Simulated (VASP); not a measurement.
Computed with PBE GGA, VASP's PBE PAW potentials (set 64) (plane waves; VASP).

Input for VASP

POSCAR:
```
CuSe
12.2572340
  0.3052933476   0.0000000000   0.0000000000
 -0.1526466738   0.2643917869   0.0000000000
  0.0000000000   0.0000000000   0.5000000000
Cu Se
2 2
Cartesian
  0.1526468264   0.0881305075   0.0000000000
 -0.0000001526   0.1762612794   0.2500000000
  0.1526468264   0.0881305075   0.3126000000
 -0.0000001526   0.1762612794   0.0626000000
```

File KPOINTS:
```
Automatic mesh
0
Gamma
5 5 3
0 0 0
```

### INCAR
```
SYSTEM  =  CuSe
PREC  =  Accurate; ENCUT  =  400; LREAL  =  .False.
LASPH  =  .True.
EDIFF  =  1E-6; NELM  =  100; ALGO  =  Normal
LMAXMIX  =  4
ISMEAR  =  0; SIGMA  =  0.05
GGA  =  PE
ISIF  =  2
LWAVE  =  .False.; LCHARG  =  .False.
```

POTCAR, in this order: Cu Se (PBE.64 set). Program: vasp_std.

The resulting files:

File OSZICAR:
```
       N       E                     dE             d eps       ncg     rms          rms(c)
DAV:   1     0.247573748761E+03    0.24757E+03   -0.13250E+04   420   0.169E+03
DAV:   2     0.743973757066E+01   -0.24013E+03   -0.23326E+03   420   0.347E+02
DAV:   3    -0.163547881922E+02   -0.23795E+02   -0.22838E+02   569   0.133E+02
DAV:   4    -0.174205014147E+02   -0.10657E+01   -0.10607E+01   577   0.289E+01
DAV:   5    -0.174487628723E+02   -0.28261E-01   -0.28253E-01   545   0.379E+00    0.144E+01
DAV:   6    -0.175337294888E+02   -0.84967E-01   -0.49328E+01   554   0.189E+02    0.113E+01
DAV:   7    -0.144759089029E+02    0.30578E+01   -0.11446E+01   480   0.108E+02    0.297E+00
DAV:   8    -0.146305714745E+02   -0.15466E+00   -0.23705E+00   665   0.227E+01    0.205E+00
DAV:   9    -0.145792777637E+02    0.51294E-01   -0.17023E-01   628   0.120E+01    0.449E-01
DAV:  10    -0.145793198481E+02   -0.42084E-04   -0.16293E-02   550   0.771E-01    0.289E-01
DAV:  11    -0.145783686479E+02    0.95120E-03   -0.64327E-03   591   0.257E+00    0.711E-02
DAV:  12    -0.145784361086E+02   -0.67461E-04   -0.16665E-03   670   0.714E-01    0.364E-02
DAV:  13    -0.145784357264E+02    0.38224E-06   -0.28576E-05   670   0.876E-02    0.237E-02
DAV:  14    -0.145784310722E+02    0.46541E-05   -0.19401E-05   614   0.691E-02    0.427E-03
DAV:  15    -0.145784315811E+02   -0.50885E-06   -0.22037E-06   398   0.121E-02
   1 F= -.14578432E+02 E0= -.14575468E+02  d E =-.592799E-02
```

OUTCAR:
```
------------------------ aborting loop because EDIFF is reached ----------------------------------------
  FORCE on cell =-STRESS in cart. coord.  units (eV):
  Direction    XX          YY          ZZ          XY          YZ          ZX
  --------------------------------------------------------------------------------------
  Total        5.3511520      5.3511516      4.8147696      0.0000000      0.0000000     -0.0000000
  in kB      115.3573125    115.3573058    103.7942646      0.0000000      0.0000000     -0.0000000
  external PRESSURE =     111.5029610 kB  Pullay stress =       0.0000000 kB
  volume of cell :       74.32
      direct lattice vectors                 reciprocal lattice vectors
     3.742052000  0.000000000  0.000000000     0.267233058  0.154287083  0.000000000
    -1.871026000  3.240712000  0.000000000     0.000000000  0.308574165  0.000000000
     0.000000000  0.000000000  6.128617000     0.000000000  0.000000000  0.163168950
 POSITION                                       TOTAL-FORCE (eV/Angst)
 -----------------------------------------------------------------------------------
      1.87103      1.08024      0.00000         0.000000     -0.000000     -0.116602
     -0.00000      2.16048      3.06431        -0.000000      0.000000     -0.116602
      1.87103      1.08024      3.83161         0.000000      0.000000      0.116602
     -0.00000      2.16048      0.76730        -0.000000     -0.000000      0.116602
 -----------------------------------------------------------------------------------
    total drift:                                0.000150     -0.000087      0.000473
  FREE ENERGIE OF THE ION-ELECTRON SYSTEM (eV)
  ---------------------------------------------------
  free  energy   TOTEN  =       -14.5784315811 eV

  energy  without entropy=      -14.5725035953  energy(sigma->0) =      -14.57546759
```
(Selected blocks of OUTCAR.)

File OUTCAR:
```
 val. band max:        4.2175849325   @ k =   0.2000  -0.0000   0.3333

 cond. band min:       4.3154551661   @ k =   0.2000   0.2000   0.3333


 Fermi energy:         4.2922802301

 k-point     1 :       0.0000    0.0000    0.0000
  band No.  band energies     occupation
      1      -9.9137      2.00000
      2      -8.8062      2.00000
      3      -1.4163      2.00000
      4       0.1533      2.00000
      5       0.1757      2.00000
      6       0.1757      2.00000
      7       0.3063      2.00000
      8       0.3063      2.00000
      9       1.4680      2.00000
     10       1.4680      2.00000
     11       1.6384      2.00000
     12       1.6384      2.00000
     13       1.7433      2.00000
     14       4.5839      0.00000
     15       4.5839      0.00000
     16       5.7137      0.00000
     17       5.8487      0.00000
     18       5.8487      0.00000
     19       7.6945      0.00000
     20       8.4391      0.00000
     21      11.2958      0.00000

 k-point     2 :       0.2000   -0.0000    0.0000
  band No.  band energies     occupation
      1      -9.6160      2.00000
      2      -8.6433      2.00000
      3      -1.0573      2.00000
      4      -0.1841      2.00000
      5      -0.0129      2.00000
      6       0.2417      2.00000
      7       0.2497      2.00000
      8       0.4058      2.00000
      9       1.3682      2.00000
     10       1.4692      2.00000
     11       1.5578      2.00000
     12       1.6623      2.00000
     13       1.8421      2.00000
     14       3.0481      2.00000
     15       3.8777      2.00000
     16       4.1968      1.99309
     17       5.2050      0.00000
     18       5.4035      0.00000
     19       9.1183      0.00000
     20       9.4432      0.00000
     21      11.0144      0.00000

 k-point     3 :       0.4000   -0.0000    0.0000
  band No.  band energies     occupation
      1      -8.9803      2.00000
      2      -8.4336      2.00000
      3      -1.0780      2.00000
...
```

The structure was generated: CuSe was put into the wurtzite type (P6_3mc), which need not be its known phase. The cell was not relaxed at this level. The k-mesh is coarse (spacing up to 0.39 per Å, 2π included), so the numbers may not be converged in it.
